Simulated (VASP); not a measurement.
Input of a VASP 6.6.1 run:

INCAR

```
PREC     = Accurate       # precision mode
ENCUT    = 600            # plane-wave cutoff, eV
EDIFF    = 1E-6           # SCF threshold, eV
ISMEAR   = 0              # smearing method
SIGMA    = 0.03           # smearing width, eV
LREAL    = F              # projectors in reciprocal space
LASPH    = T              # aspherical terms in the spheres
NELM     = 80             # most SCF steps
ALGO     = Normal         # electronic algorithm
ISIF     = 3              # what is computed and relaxed
LWAVE    = F              # write WAVECAR
LCHARG   = F              # write CHGCAR
GGA      = CA             # functional
IBRION   = 2              # ionic algorithm
NSW      = 90             # ionic steps
EDIFFG   = -0.01          # ionic threshold
```

File KPOINTS:

```
regular mesh
0
Gamma
  9 9 5
```

Contents of POSCAR:

```
ZnO
1.0
    3.2493080000      0.0000000000      0.0000000000
   -1.6246540000      2.8139832700      0.0000000000
    0.0000000000      0.0000000000      5.2057090000
Zn O
2 2
Direct
    0.3333333300      0.6666666700      0.5000000000
    0.6666666700      0.3333333300      0.0000000000
    0.6666666700      0.3333333300      0.3790100000
    0.3333333300      0.6666666700      0.8790100000
```

Potentials or basis: VASP PAW LDA potentials, release 64 (Zn, O).

Launch:

```bash
$ cat potpaw_LDA.64/Zn/POTCAR potpaw_LDA.64/O/POTCAR > POTCAR
$ mpirun -np 1 vasp_std > vasp.out
```

**Question.** Estimate the relaxed cell.

**Answer.** a = 3.194 Å, b = 3.194 Å, c = 5.164 Å, α = 90.00°, β = 90.00°, γ = 120.00°.

**Question.** Estimate the band gap on the k mesh.

**Answer.** 0.80 eV, direct.

**Question.** Predict the space group after relaxing (to 0.05 Å).

**Answer.** P6_3mc (No. 186).

**Question.** Estimate the relaxed volume.

**Answer.** 11.40 Å³/atom.

Step by step:
```
step  energy change (eV)  largest force (eV/Å)  pressure (GPa)  volume (Å³)
   1              0.0000                0.0554           -6.25        47.60
   2             -0.0262                0.0408            4.43        44.47
   3             -0.0413                0.0024            0.05        45.61
   4             -0.0413                0.0043           -0.06        45.65
   5             -0.0414                0.0188           -0.27        45.66
   6             -0.0414                0.0185           -0.15        45.66
   7             -0.0415                0.0183            0.08        45.59
   8             -0.0415                0.0185            0.09        45.58
   9             -0.0416                0.0020            0.14        45.58
  10             -0.0416                0.0030            0.05        45.59
  11             -0.0416                0.0038            0.01        45.62
```

A hybrid or GW would open this gap; LDA tends to underestimate it. Zero-point motion and thermal expansion aren't in these numbers.
